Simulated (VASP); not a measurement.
Consider the following.

```
Sc
1.0
    1.68339    -2.91571     0.00000
    1.68339     2.91571     0.00000
    0.00000     0.00000     5.16218
Sc
2
Direct
  0.33333   0.66667   0.25000
  0.66667   0.33333   0.75000
```

These are PBE GGA, VASP's PBE PAW potentials (set 64) (plane waves; VASP 6.6.1) values and carry that method's errors. Numerical set-up: 480 eV cut-off, 12×12×8 Γ-centred mesh, first-order Methfessel-Paxton smearing of 0.10 eV, potentials Sc_sv.

Q: What does the run give for the energy per atom (σ→0), pressure, band gap (on the k-mesh) with the smallest direct gap where there is one?

A: 
* **band gap (on the k-mesh)**: none (metal, semimetal or under 0.01 eV)
* **energy per atom (σ→0)**: -6.245 eV/atom
* **pressure**: -15.1 kbar

Only differences to runs with the same potentials and settings are physical.

The compound is Sc in the hcp structure. This cell was strained or had an atom moved on purpose.
